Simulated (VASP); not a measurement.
Data:

```xyz
4
Lattice="-2.1660 2.1660 4.7817 2.1660 -2.1660 4.7817 2.1660 2.1660 -4.7817" Properties=species:S:1:pos:R:3 pbc="T T T"
Mg     0.0000     0.0000     4.7817
Mg     2.1660     0.0000     2.3909
Mg     0.0000     2.1660     2.3909
Sb     0.0000     0.0000     0.0000
```

Level of theory: PBEsol GGA, VASP's PBE PAW potentials (set 64) (plane waves; VASP). Numerical set-up: 400 eV cut-off, 11×11×11 Γ-centred mesh, tetrahedra with Blöchl corrections, potentials Mg Sb.

The cores are frozen, which limits the accuracy of field gradients.

Task: Give the principal components of the electric field gradient (V/Å²) and the asymmetry η at each nucleus.

Result: 
| atom | Vxx | Vyy | Vzz | η |
|---|---|---|---|---|
| Mg1 | 3.6 | 3.6 | -7.2 | 0.00 |
| Mg2 | -1.8 | -1.8 | 3.7 | 0.00 |
| Mg3 | -1.8 | -1.8 | 3.7 | 0.00 |
| Sb4 | -40.5 | -40.5 | 80.9 | 0.00 |

The structure comes from a computed database's Mg3Sb entry (I4/mmm); how it stands against other phases isn't given here. It was relaxed first.
